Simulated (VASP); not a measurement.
Al2SiF2:

```xyz
5
Lattice="-1.8647 1.8647 4.6934 1.8647 -1.8647 4.6934 1.8647 1.8647 -4.6934" Properties=species:S:1:pos:R:3 pbc="T T T"
Al    0.0000    0.0000    5.9001
Al    0.0000    0.0000    3.4867
Si    0.0000    0.0000    0.0000
F     0.0000    1.8647    2.3467
F     1.8647    0.0000    2.3467
```

The cell was built by a generator and needn't be a form met in nature.

| Item | Value |
| --- | --- |
| Program | VASP 6.6.1 |
| Task | relaxation of cell and atoms |
| Functional | PBE |
| Potentials or basis | VASP PAW PBE potentials, release 64 (Al, Si, F) |
| Cutoff | 520 eV |
| k mesh | 5 × 5 × 5 |
| Occupations | gaussian, width 0.15 eV |
| Spin | no spin polarisation |

At the start: pressure 2.3 GPa; volume 13.06 Å³/atom.

Task: Where does the relaxation end?

Result: Over 11 steps the energy falls by 332.8 meV/atom and the volume is 12.41 Å³/atom (-4.9 %); space group I4/mmm (No. 139, to 0.05 Å).

The path:
```csv
step,energy change (eV),largest force (eV/Å),pressure (GPa),volume (Å³)
1,0.0000,0.2479,2.33,65.28
2,-0.7413,0.8952,-1.45,66.81
3,-1.3207,0.8023,-8.78,68.52
4,-1.3738,0.9105,-6.07,68.10
5,-1.4181,0.9613,-7.68,68.28
6,-1.5198,0.2197,0.68,60.96
7,-1.5940,0.5932,-3.52,63.70
8,-1.6410,0.1507,3.29,60.61
9,-1.6571,0.3534,1.03,61.65
10,-1.6633,0.1241,-0.17,62.21
11,-1.6642,0.0060,0.14,62.07
```

Final structure:
```cif
data_structure
_symmetry_space_group_name_H-M 'P 1'
_symmetry_Int_Tables_number 1
_cell_length_a 6.1226
_cell_length_b 6.1226
_cell_length_c 6.1226
_cell_angle_alpha 148.610
_cell_angle_beta 148.610
_cell_angle_gamma 44.985
_cell_volume 62.07
loop_
_atom_site_label
_atom_site_type_symbol
_atom_site_fract_x
_atom_site_fract_y
_atom_site_fract_z
_atom_site_occupancy
Al1 Al 0.62550 0.62550 0.00000 1
Al2 Al 0.37450 0.37450 0.00000 1
Si1 Si 0.00000 0.00000 0.00000 1
F1 F 0.75000 0.25000 0.50000 1
F2 F 0.25000 0.75000 0.50000 1
```

Caveat: the k mesh is coarse (spacing up to 0.48 Å⁻¹), so the values aren't converged.
